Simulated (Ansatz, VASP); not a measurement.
## One calculation of ScPd, two programs

```
CELL_PARAMETERS angstrom
3.23131 0.00000 0.00000
0.00000 3.23131 0.00000
0.00000 0.00000 3.23131
ATOMIC_POSITIONS crystal
Sc 0.50000 0.50000 0.50000
Pd 0.00000 0.00000 0.00000
```

Alike in both runs: functional LDA; k mesh 12 × 12 × 12; occupations gaussian, width 0.1 eV; no spin polarisation.

Ansatz relaxed the structure, and its values are those at the end. VASP's run is a single point on that final structure, the one shown.

|  | VASP | Ansatz |
| --- | --- | --- |
| version | VASP 6.6.1 | Ansatz 0.2.0 |
| potentials or method | VASP PAW LDA potentials, release 64 (Sc_sv, Pd) | scalar-relativistic, plane waves, PAW |
| plane-wave cutoff (eV) | 520 | 420 |
| valence electrons in the cell | 21 | 29 |

Ansatz gave:

- gap on the k mesh at the Fermi level (eV): none
- pressure (GPa): 0.0

Task: Which values does VASP return?

Result: gap on the k mesh at the Fermi level (eV): none; pressure (GPa): 0.5.

A gap of «none» marks a metal or a gap that the smearing closes. The two sets of potentials don't hold the same shells in valence.
